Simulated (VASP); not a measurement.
Relaxed, unreconstructed slabs of Ta (bcc). Method: PBEsol GGA, VASP's PBE PAW potentials (set 64) (plane waves; VASP).

Slab and bulk use different k-meshes, so the surface energy is good to a few per cent at best.

Task: Order the faces (111) [10 atoms], (100) [6 atoms], (110) [4 atoms] by surface energy, lowest first.

Result: (110) [4 atoms] (2.58 J/m²), (100) [6 atoms] (2.77 J/m²), (111) [10 atoms] (3.01 J/m²)

Task: And what are their work functions?

Result: (111) [10 atoms] 3.98 eV, (100) [6 atoms] 3.93 eV, (110) [4 atoms] 4.96 eV.

Runs of the series that failed, ran out of time, didn't relax or are held back are left out, and each face is given by its thickest slab.

The cell is a thin slab with vacuum, built from Ta (bcc).
